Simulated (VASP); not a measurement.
Wanted: the native input for a VASP 6.6.1 run.

- Task: single point
- Functional: HSE(alpha, omega)
- Potentials or basis: VASP PAW PBE potentials, release 64 (Na_pv, Sb, Au)
- Cutoff: 520 eV
- k mesh: 4 × 4 × 2
- Occupations: fermi-dirac, width 0.05 eV
- Spin: no spin polarisation
- Share of exact exchange: 0.05
- Grid for exact exchange (PRECFOCK): Fast
- Further INCAR settings: ALGO = Normal; EDIFF = 1e-06; NBANDS = 22

Crystal: NaSb2Au.

```
Na Sb Au
1.0
     4.35730    0.00000    0.00000
    -2.17865    3.77354    0.00000
     0.00000    0.00000    6.81847
Na Sb Au
1 2 1
Direct
  0.00000 0.00000 0.50000
  0.66667 0.33333 0.81632
  0.33333 0.66667 0.18368
  0.00000 0.00000 0.00000
```

The cell was built by a generator and needn't be a form met in nature.

One way to write it, as run:

POSCAR

```
NaSb2Au
1.0
    4.3573000000      0.0000000000      0.0000000000
   -2.1786500000      3.7735400000      0.0000000000
    0.0000000000      0.0000000000      6.8184700000
Na Sb Au
1 2 1
Direct
    0.0000000000      0.0000000000      0.5000000000
    0.6666700000      0.3333300000      0.8163200000
    0.3333300000      0.6666700000      0.1836800000
    0.0000000000      0.0000000000      0.0000000000
```

INCAR.step1

```
PREC     = Accurate       # precision mode
ENCUT    = 520            # plane-wave cutoff, eV
EDIFF    = 1E-5           # SCF threshold, eV
ISMEAR   = -1             # smearing method
SIGMA    = 0.05           # smearing width, eV
LREAL    = False          # projectors in reciprocal space
LASPH    = True           # aspherical terms in the spheres
NELM     = 80             # most SCF steps
ALGO     = Normal         # electronic algorithm
ISIF     = 2              # what is computed and relaxed
LWAVE    = True           # write WAVECAR
LCHARG   = False          # write CHGCAR
NBANDS   = 22             # bands
GGA      = PE             # functional
```

INCAR.step2

```
PREC     = Accurate       # precision mode
ENCUT    = 520            # plane-wave cutoff, eV
EDIFF    = 1E-6           # SCF threshold, eV
ISMEAR   = -1             # smearing method
SIGMA    = 0.05           # smearing width, eV
LREAL    = False          # projectors in reciprocal space
LASPH    = True           # aspherical terms in the spheres
NELM     = 80             # most SCF steps
ALGO     = Normal         # electronic algorithm
ISIF     = 2              # what is computed and relaxed
LWAVE    = False          # write WAVECAR
LCHARG   = False          # write CHGCAR
GGA      = PE             # functional
LHFCALC  = True           # exact exchange
HFSCREEN = 0.2            # screening, 1/A
AEXX     = 0.05           # exact-exchange fraction
PRECFOCK = Fast         
NBANDS   = 22             # bands
ISTART   = 1
```

KPOINTS

```
regular mesh
0
Gamma
  4 4 2
```

Potentials or basis: VASP PAW PBE potentials, release 64 (Na_pv, Sb, Au).

Run with:

```sh
$ cat potpaw_PBE.64/Na_pv/POTCAR potpaw_PBE.64/Sb/POTCAR potpaw_PBE.64/Au/POTCAR > POTCAR
$ cp INCAR.step1 INCAR
$ mpirun -np 1 vasp_std > vasp.out
$ cp INCAR.step2 INCAR
$ mpirun -np 1 vasp_std > vasp.out
```

Results of the run:

- Pressure: -0.2 GPa
- Largest force: 0.015 eV/Å
- Band gap on the k mesh: none (metal or under the smearing width)

Caveat: the k mesh is coarse (spacing up to 0.46 Å⁻¹), so the values aren't converged, least of all with exact exchange; the PAW data sets were made with another functional, which shifts forces and pressure a little.

It took 6.1 min on 1 thread of Intel(R) Xeon(R) 6975P-C (Granite Rapids) (shared host), peak memory 0.37 GiB.
